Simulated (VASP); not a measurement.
An input for Quantum ESPRESSO's pw.x (written as the equivalent of a VASP run, and not itself run):

```
&CONTROL
  calculation = 'scf'
  pseudo_dir = './pseudo'
  outdir = './out'
  tprnfor = .true.
  tstress = .true.
/
&SYSTEM
  ibrav = 0
  nat = 2
  ntyp = 2
  ecutwfc = 96
  occupations = 'smearing'
  smearing = 'fermi-dirac'
  degauss = 0.00735
  input_dft = 'pbe'
  nspin = 2
  starting_magnetization(1) = 0.4
/
&ELECTRONS
  conv_thr = 7.3e-08
  electron_maxstep = 100
/
ATOMIC_SPECIES
  Mn 54.938 Mn.upf
  O 15.999 O.upf
CELL_PARAMETERS angstrom
     1.4787150    0.8537360    2.5308120
    -1.4787150    0.8537360    2.5308120
     0.0000000   -1.7074720    2.5308120
ATOMIC_POSITIONS crystal
  Mn   0.7624000  0.7624000  0.7624000
  O    0.2376000  0.2376000  0.2376000
K_POINTS automatic
  9 9 9 0 0 0
```

Q: Translate this input to VASP (INCAR, KPOINTS, POSCAR, choice of POTCAR).

A: This is not unique; one that fits is 
### KPOINTS
```
Automatic mesh
0
Gamma
9 9 9
0 0 0
```

INCAR:
```
ALGO = Normal
EDIFF = 1E-6
ENCUT = 400
GGA = PE
ISIF = 2
ISMEAR = -1
ISPIN = 2
LASPH = .True.
LCHARG = .False.
LMAXMIX = 4
LORBIT = 11
LREAL = .False.
LWAVE = .False.
MAGMOM = 4.0 0.0
NELM = 100
PREC = Accurate
SIGMA = 0.1
SYSTEM = MnO
```

### POSCAR
```
MnO
1.0
  1.4787150000   0.8537360000   2.5308120000
 -1.4787150000   0.8537360000   2.5308120000
  0.0000000000  -1.7074720000   2.5308120000
Mn O
1 1
Cart
  0.0000000000   0.0000000000   5.7884732064
  0.0000000000   0.0000000000   1.8039627936
```

POTCAR, in this order: Mn_pv O (PBE.64 set). Program: vasp_std.

Limits of the translation: the potentials are each code's own (VASP's PAW set, PseudoDojo norm-conserving files in pw.x), so ENCUT and ecutwfc are chosen apart and not converted; conv_thr bounds pw.x's estimated SCF error, while EDIFF bounds the energy change between steps; starting_magnetization is a fraction of the valence charge and MAGMOM a moment in μB, so they match only roughly.

The structure was generated: MnO was put into an ordered model structure, which need not be its known phase. The cell was not relaxed at this level.
